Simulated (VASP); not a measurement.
Crystal: Ta.

```
Ta
1.0
    -1.65128    1.65128    1.65128
     1.65128   -1.65128    1.65128
     1.65128    1.65128   -1.65128
Ta
1
Cartesian
  0.0000 0.0000 0.0000
```

```yaml
Program: VASP 6.6.1
Task: relaxation of cell and atoms
Functional: PBE
Potentials_or_basis: VASP PAW PBE potentials, release 64 (Ta_pv)
Cutoff: 520 eV
k_mesh: 18 × 18 × 18
Occupations: gaussian, width 0.1 eV
Spin: no spin polarisation
```

At the start: pressure 3.1 GPa; volume 18.01 Å³/atom.

**Question.** How do energy, volume and symmetry change on relaxing?

**Answer.** Over 3 steps the energy falls by 2.6 meV/atom and the volume is 18.29 Å³/atom (+1.5 %); space group Im-3m (No. 229, to 0.05 Å).

Step by step:
```tsv
step	energy change (eV)	largest force (eV/Å)	pressure (GPa)	volume (Å³)
1	0.0000	0.0000	3.06	18.01
2	0.0101	0.0000	-6.26	18.92
3	-0.0026	0.0000	-0.02	18.29
```

Final structure:
```
Ta
1.0
    -1.65976    1.65976    1.65976
     1.65976   -1.65976    1.65976
     1.65976    1.65976   -1.65976
Ta
1
Cartesian
  0.0000 0.0000 0.0000
```
